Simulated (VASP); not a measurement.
## FCSSeH: relaxation of the atoms with r2SCAN+D3(BJ)

The system is FCSSeH, in a box.

```
CELL_PARAMETERS angstrom
12.00000 0.00000 0.00000
0.00000 11.00000 0.00000
0.00000 0.00000 12.00000
ATOMIC_POSITIONS crystal
F 0.43322 0.46452 0.61274
C 0.46766 0.48445 0.50920
S 0.59717 0.55172 0.50271
Se 0.38774 0.44536 0.39213
H 0.61442 0.55846 0.61354
```

| Property | Result |
| --- | --- |
| Program | VASP 6.6.1 |
| Task | relaxation of the atoms |
| Functional | r2SCAN |
| Dispersion | D3(BJ) |
| Potentials or basis | VASP PAW PBE potentials, release 64 (F, C, S, Se, H) |
| Cutoff | 520 eV |
| k mesh | 1 × 1 × 1 |
| Occupations | gaussian, width 0.01 eV |
| Spin | no spin polarisation |
| Further INCAR settings | ALGO = Normal; EDIFF = 1e-06; IBRION = 2; EDIFFG = -0.01; NSW = 60 |

| Property | Result |
| --- | --- |
| Energy gained by relaxing | 2.6 meV/atom |
| Ionic steps | 10 |
| Largest force after relaxing | 0.009 eV/Å |
| Gap between the frontier levels | 2.89 eV |
| Dispersion energy per atom | -0.007 eV |

Forces on the atoms (eV/Å):
```
F    0.001 -0.001 -0.003
C    0.004  0.002 -0.008
S    0.002  0.002  0.003
Se  -0.001  0.000  0.009
H   -0.006 -0.003 -0.002
```

The path:
```tsv
step	energy change (eV)	largest force (eV/Å)	pressure (GPa)
1	0.0000	0.9323	0.05
2	0.0313	1.4894	-0.06
3	-0.0127	0.1539	0.01
4	-0.0127	0.1551	0.01
5	-0.0128	0.1591	-0.02
6	-0.0131	0.0608	-0.01
7	-0.0132	0.0400	-0.01
8	-0.0132	0.0207	-0.01
9	-0.0132	0.0108	-0.01
10	-0.0132	0.0094	-0.01
```

Final structure:
```
F C S Se H
1.0
    12.00000    0.00000    0.00000
     0.00000   11.00000    0.00000
     0.00000    0.00000   12.00000
F C S Se H
1 1 1 1 1
Direct
  0.43302 0.46438 0.61401
  0.46810 0.48471 0.50824
  0.59732 0.55181 0.50285
  0.38732 0.44515 0.39160
  0.61445 0.55846 0.61362
```

Levels at points of the mesh, in eV from the valence-band top:
```csv
k point,band 8,band 9,band 10,band 11,band 12,band 13,band 14,band 15,band 16
"(0.00, 0.00, 0.00)",-4.41,-3.28,-2.72,-0.61,0.00,2.89,4.81,5.55,6.04
```

Wall time 38 min on 1 thread of Intel(R) Xeon(R) Platinum 8559C (Emerald Rapids), with other jobs on the host, peak memory 1.7 GiB.

Caveat: the PAW data sets were made with another functional, which shifts forces and pressure a little. r2SCAN opens gaps a little over a GGA but as a rule still falls short of measured ones.
